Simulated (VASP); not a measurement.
```xyz
3
Lattice="0.0000 2.2985 2.2985 2.2985 0.0000 2.2985 2.2985 2.2985 0.0000" Properties=species:S:1:pos:R:3 pbc="T T T"
Li     1.1492     1.1492     1.1492
Li     3.4477     3.4477     3.4477
O      0.0000     0.0000     0.0000
```

The numbers are results of PBE GGA with D3 dispersion (zero damping), VASP's PBE PAW potentials (set 64) (plane waves; VASP 6.6.1), not measurements. Numerical set-up: 520 eV cut-off, 8×8×8 Γ-centred mesh, Gaussian smearing of 0.050 eV, potentials Li_sv O.

Question: Give the stress tensor in GPa (positive for a compressed cell).

Answer: 
```
-2.82   0.00   0.00
 0.00  -2.82   0.00
 0.00   0.00  -2.82
```
The pressure is its mean diagonal, -2.82 GPa.

The compound is Li2O in the antifluorite structure. This cell is one point of a volume scan, at 1.03 of the reference volume.
